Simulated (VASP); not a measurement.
Method: G0W0 on PBE orbitals, VASP's PBE PAW potentials (set 64) (plane waves; VASP 6.6.1).

A VASP calculation is set up with these files.

**KPOINTS**
```
kpoints
0
G
4 4 4
0 0 0
```

INCAR:
```
LSPECTRALGW=T
PREC=Normal
ENCUT=500   # plane-wave cut-off (eV)
LASPH=T
NELMGW=1
SIGMA=0.01   # width (eV)
NBANDS=64
ENCUTGW=150
NBANDSGW=12
LWAVE=F
ALGO=EVGW0
LCHARG=F
GGA=PE   # PBE
SYSTEM=C
NOMEGA=64
LREAL=F   # projection in real space or not
ISMEAR=0   # Gaussian
```

POSCAR:
```
C
1.78350
  0.0000000000   1.0000000000   1.0000000000
  1.0000000000   0.0000000000   1.0000000000
  1.0000000000   1.0000000000   0.0000000000
C
2
Cartesian
  0.0000000000   0.0000000000   0.0000000000
  0.5000000000   0.5000000000   0.5000000000
```

POTCAR, in this order: C_GW_new (PBE.64 set). Program: vasp_std. Read from the step before: WAVECAR, WAVEDER.

What VASP printed:

### OUTCAR
```
 ion  position               nearest neighbor table
   1  0.000  0.000  0.000-   2 1.54   2 1.54   2 1.54   2 1.54
   2  0.250  0.250  0.250-   1 1.54   1 1.54   1 1.54   1 1.54
  LATTYP: Found a face centered cubic cell.
 ALAT       =     3.5670000000
 Subroutine PRICEL returns:
 Original cell was already a primitive cell.
 Subroutine GETGRP returns: Found 48 space group operations
The static configuration has the point symmetry T_d .
 The point group associated with its full space group is O_h .
The dynamic configuration has the point symmetry T_d .
 Subroutine INISYM returns: Found 48 space group operations
 Subroutine IBZKPT returns following result:
 Found      8 irreducible k-points:

 Following reciprocal coordinates:
            Coordinates               Weight
  0.000000  0.000000  0.000000      1.000000
  0.250000  0.000000  0.000000      8.000000
  0.500000  0.000000  0.000000      4.000000
  0.250000  0.250000  0.000000      6.000000
  0.500000  0.250000  0.000000     24.000000
 -0.250000  0.250000  0.000000     12.000000
  0.500000  0.500000  0.000000      3.000000
 -0.250000  0.500000  0.250000      6.000000
...
```

File OSZICAR:
```
energies w=
    0.000    0.000    0.952    0.000    1.902    0.000    2.848    0.000
    3.788    0.000    4.719    0.000    5.641    0.000    6.553    0.000
    7.453    0.000    8.341    0.000    9.216    0.000   10.080    0.000
   10.932    0.000   11.772    0.000   12.601    0.000   13.421    0.000
   14.233    0.000   15.037    0.000   15.835    0.000   16.629    0.000
   17.419    0.000   18.209    0.000   18.999    0.000   19.791    0.000
   20.587    0.000   21.390    0.000   22.201    0.000   23.023    0.000
   23.859    0.000   24.711    0.000   25.581    0.000   26.475    0.000
   27.393    0.000   28.342    0.000   29.325    0.000   30.347    0.000
   31.413    0.000   32.530    0.000   33.705    0.000   34.945    0.000
   36.262    0.000   37.665    0.000   39.168    0.000   40.784    0.000
   42.535    0.000   44.438    0.000   46.524    0.000   48.822    0.000
   51.373    0.000   54.226    0.000   57.445    0.000   61.109    0.000
   65.323    0.000   70.226    0.000   76.008    0.000   82.930    0.000
   91.368    0.000  101.882    0.000  115.335    0.000  133.145    0.000
  157.804    0.000  194.145    0.000  252.917    0.000  363.852    0.000
NQ=   1    0.0000    0.0000    0.0000,
 performed         43000 updates of chi_q(r,r)
NQ=   2    0.2500    0.0000    0.0000,
 performed        129000 updates of chi_q(r,r)
NQ=   3    0.5000    0.0000    0.0000,
 performed        202000 updates of chi_q(r,r)
NQ=   4    0.2500    0.2500    0.0000,
 performed        288000 updates of chi_q(r,r)
NQ=   5    0.5000    0.2500    0.0000,
 performed        407000 updates of chi_q(r,r)
NQ=   6   -0.2500    0.2500    0.0000,
 performed        514000 updates of chi_q(r,r)
NQ=   7    0.5000    0.5000    0.0000,
 performed        578000 updates of chi_q(r,r)
NQ=   8   -0.2500    0.5000    0.2500,
 performed        660000 updates of chi_q(r,r)
 resolving degeneracies of screened two electron integrals
```

**OUTCAR**
```


 k-point   1 :       0.0000    0.0000    0.0000
  band No.  KS-energies  QP-energies   sigma(KS)   V_xc(KS)     V^pw_x(r,r')   Z            occupation Imag(sigma)

      1      -8.7675     -10.3261     -16.7750     -14.7529     -25.3805       0.7708       2.0000       1.3944
      2      12.7150      12.1076     -17.5374     -16.7988     -19.5215       0.8223       2.0000       0.0638
      3      12.7150      12.1076     -17.5374     -16.7988     -19.5215       0.8223       2.0000       0.0638
      4      12.7150      12.1076     -17.5374     -16.7988     -19.5215       0.8223       2.0000       0.0638
      5      18.3097      19.3140     -14.2650     -15.4918      -9.1029       0.8186       0.0000      -0.0871
      6      18.3097      19.3140     -14.2650     -15.4918      -9.1029       0.8186       0.0000      -0.0871
      7      18.3097      19.3140     -14.2650     -15.4918      -9.1029       0.8186       0.0000      -0.0871
      8      26.0653      27.0320     -15.0948     -16.3551      -7.6773       0.7671       0.0000      -0.2108
      9      32.0068      32.2589     -11.5216     -11.8354      -4.2850       0.8035       0.0000      -0.3591
     10      39.2145      40.0955     -12.7889     -13.8672      -5.8919       0.8170       0.0000      -0.5466
     11      39.2145      40.0955     -12.7889     -13.8672      -5.8919       0.8170       0.0000      -0.5466
     12      40.2410      40.5910     -11.0424     -11.4750      -3.2399       0.8091       0.0000      -0.8441

 k-point   2 :       0.2500    0.0000    0.0000
  band No.  KS-energies  QP-energies   sigma(KS)   V_xc(KS)     V^pw_x(r,r')   Z            occupation Imag(sigma)

      1      -7.0504      -8.5627     -16.8498     -14.8846     -24.9581       0.7695       2.0000       1.1706
      2       6.1198       5.0749     -16.9878     -15.6777     -20.6334       0.7976       2.0000       0.1287
      3      10.9682      10.2644     -17.3445     -16.4845     -19.7178       0.8184       2.0000       0.0737
      4      10.9682      10.2644     -17.3445     -16.4845     -19.7178       0.8184       2.0000       0.0737
      5      20.5088      21.6003     -14.3076     -15.6520      -8.6276       0.8119       0.0000      -0.1034
      6      20.5088      21.6003     -14.3076     -15.6520      -8.6276       0.8119       0.0000      -0.1034
      7      20.8628      21.7689     -14.5406     -15.6592      -8.8372       0.8100       0.0000      -0.1069
      8      27.3718      28.4144     -14.3435     -15.6943      -6.7023       0.7718       0.0000      -0.2485
      9      33.4323      33.8930     -11.9731     -12.5539      -4.3263       0.7933       0.0000      -0.4359
     10      35.0858      35.7353     -11.9571     -12.7478      -5.1510       0.8215       0.0000      -0.4428
     11      35.0858      35.7353     -11.9571     -12.7478      -5.1510       0.8215       0.0000      -0.4428
     12      38.1911      38.6551     -11.8299     -12.4087      -3.7118       0.8016       0.0000      -0.7520

 k-point   3 :       0.5000    0.0000    0.0000
  band No.  KS-energies  QP-energies   sigma(KS)   V_xc(KS)     V^pw_x(r,r')   Z            occupation Imag(sigma)

      1      -2.9903      -4.3757     -17.4724     -15.6323     -24.5633       0.7529       2.0000       0.6880
      2      -0.6580      -1.9001     -16.2202     -14.5852     -21.9640       0.7597       2.0000       0.3911
      3       9.9160       9.1219     -17.3976     -16.4217     -20.1409       0.8138       2.0000       0.0830
      4       9.9160       9.1219     -17.3976     -16.4217     -20.1409       0.8138       2.0000       0.0830
      5      21.1743      22.2246     -13.8183     -15.1086      -7.9752       0.8140       0.0000      -0.1077
      6      21.1743      22.2246     -13.8183     -15.1086      -7.9752       0.8140       0.0000      -0.1077
      7      21.5676      22.3904     -14.6026     -15.6228      -8.6502       0.8065       0.0000      -0.1162
      8      28.4299      29.2937     -12.7724     -13.8853      -5.1040       0.7761       0.0000      -0.2612
      9      34.6236      35.3953     -12.8185     -13.8077      -4.7428       0.7802       0.0000      -0.4730
     10      36.9103      37.6054     -13.1292     -14.0244      -4.5013       0.7765       0.0000      -0.7376
     11      38.6558      39.4700     -12.7069     -13.7266      -4.6669       0.7984       0.0000      -0.7393
     12      38.6558      39.4700     -12.7069     -13.7266      -4.6669       0.7984       0.0000      -0.7393

 k-point   4 :       0.2500    0.2500    0.0000
  band No.  KS-energies  QP-energies   sigma(KS)   V_xc(KS)     V^pw_x(r,r')   Z            occupation Imag(sigma)

      1      -6.4805      -7.9116     -16.8430     -14.9247     -24.8087       0.7460       2.0000       1.0542
      2       8.1983       7.2148     -17.6969     -16.4753     -20.9823       0.8051       2.0000       0.1021
      3       8.5910       7.7347     -17.0487     -15.9905     -19.9953       0.8091       2.0000       0.0928
      4       8.5910       7.7347     -17.0487     -15.9905     -19.9953       0.8091       2.0000       0.0928
      5      17.1502      17.8655     -13.7045     -14.5711      -8.7131       0.8253       0.0000      -0.0826
      6      22.9547      23.6414     -12.6767     -13.5208      -6.5313       0.8135       0.0000      -0.1261
      7      24.3174      25.5866     -14.7450     -16.3488      -8.0920       0.7913       0.0000      -0.1528
      8      24.3174      25.5866     -14.7450     -16.3488      -8.0920       0.7913       0.0000      -0.1528
      9      32.8483      33.7117     -13.9841     -15.0931      -6.1332       0.7786       0.0000      -0.4679
     10      34.9234      35.5569     -12.4385     -13.2427      -4.3306       0.7878       0.0000      -0.5153
     11      42.1326      43.0558     -12.7814     -13.8853      -5.4840       0.8363       0.0000      -0.8277
     12      45.3424      45.8234     -11.1481     -11.7289      -2.9769       0.8282       0.0000      -1.2305

 k-point   5 :       0.5000    0.2500    0.0000
  band No.  KS-energies  QP-energies   sigma(KS)   V_xc(KS)     V^pw_x(r,r')   Z            occupation Imag(sigma)

      1      -2.7418      -4.1032     -17.1687     -15.3574     -24.0334       0.7516       2.0000       0.6272
      2       1.9281       0.7025     -16.9831     -15.3863     -22.0862       0.7676       2.0000       0.2533
      3       5.9722       4.9158     -16.9331     -15.6066     -20.6102       0.7963       2.0000       0.1265
      4       7.8381       6.9166     -17.1143     -15.9703     -20.3435       0.8056       2.0000       0.1012
      5      18.7828      19.4597     -13.1833     -14.0033      -7.8402       0.8254       0.0000      -0.0919
      6      24.1502      25.0553     -13.4172     -14.5431      -6.9343       0.8039       0.0000      -0.1501
      7      25.5393      26.8016     -14.4522     -16.0598      -7.3948       0.7852       0.0000      -0.1819
      8      26.0565      27.1952     -14.6252     -16.0799      -7.5177       0.7828       0.0000      -0.1960
      9      33.0387      33.9603     -13.4345     -14.6115      -5.4105       0.7830       0.0000      -0.4462
     10      36.3418      37.3156     -13.9102     -15.1757      -5.0543       0.7694       0.0000      -0.6946
     11      40.2422      41.0241     -12.5291     -13.4974      -4.7090       0.8074       0.0000      -0.7797
     12      43.6978      44.1535     -11.3847     -11.9477      -3.4324       0.8094       0.0000      -0.9855

 k-point   6 :      -0.2500    0.2500    0.0000
  band No.  KS-energies  QP-energies   sigma(KS)   V_xc(KS)     V^pw_x(r,r')   Z            occupation Imag(sigma)

      1      -4.2964      -5.7062     -17.0099     -15.1539     -24.3266       0.7596       2.0000       0.8081
      2       4.0139       2.8351     -17.3307     -15.8189     -21.8698       0.7797       2.0000       0.1828
      3       5.1038       4.0299     -16.5591     -15.2085     -20.3333       0.7951       2.0000       0.1402
      4       9.7028       8.9009     -17.3011     -16.3141     -20.0385       0.8124       2.0000       0.0835
      5      20.6412      21.4840     -13.5407     -14.5710      -7.8492       0.8180       0.0000      -0.1033
      6      22.7329      23.9530     -14.3362     -15.8655      -7.9145       0.7978       0.0000      -0.1345
      7      25.0825      26.1755     -14.4806     -15.8535      -7.8483       0.7961       0.0000      -0.1636
      8      26.6470      27.6941     -14.2365     -15.5865      -6.7994       0.7757       0.0000      -0.2213
      9      32.3718      33.1393     -12.7133     -13.6847      -5.0380       0.7901       0.0000      -0.3869
     10      33.4444      34.0594     -11.9271     -12.6702      -5.4349       0.8276       0.0000      -0.3523
     11      37.4862      38.3731     -13.5301     -14.6779      -4.6389       0.7727       0.0000      -0.7745
     12      45.9957      46.4068     -11.3690     -11.8729      -3.2585       0.8161       0.0000      -1.1647

 k-point   7 :       0.5000    0.5000    0.0000
  band No.  KS-energies  QP-energies   sigma(KS)   V_xc(KS)     V^pw_x(r,r')   Z            occupation Imag(sigma)

      1      -0.0503      -1.3523     -17.2642     -15.5418     -23.2332       0.7559       2.0000       0.3901
      2      -0.0503      -1.3523     -17.2642     -15.5418     -23.2332       0.7559       2.0000       0.3901
      3       6.4174       5.4128     -17.0296     -15.7716     -20.6620       0.7985       2.0000       0.1182
      4       6.4174       5.4128     -17.0296     -15.7716     -20.6620       0.7985       2.0000       0.1182
      5      17.4565      17.9685     -12.8809     -13.4967      -7.7611       0.8315       0.0000      -0.0855
      6      17.4565      17.9685     -12.8809     -13.4967      -7.7611       0.8315       0.0000      -0.0855
      7      29.5576      30.9536     -15.1111     -16.9516      -6.6286       0.7585       0.0000      -0.3505
      8      29.5576      30.9536     -15.1111     -16.9516      -6.6286       0.7585       0.0000      -0.3505
      9      35.9741      36.9532     -13.8969     -15.1605      -5.0841       0.7748       0.0000      -0.6820
...
```
(Selected blocks of OUTCAR.)

The mesh is coarse and the basis finite, so the quasiparticle values are not converged.

The compound is C in the diamond structure. The cell was not relaxed at this level. The k-mesh is coarse (spacing up to 0.76 per Å, 2π included), so the numbers may not be converged in it.
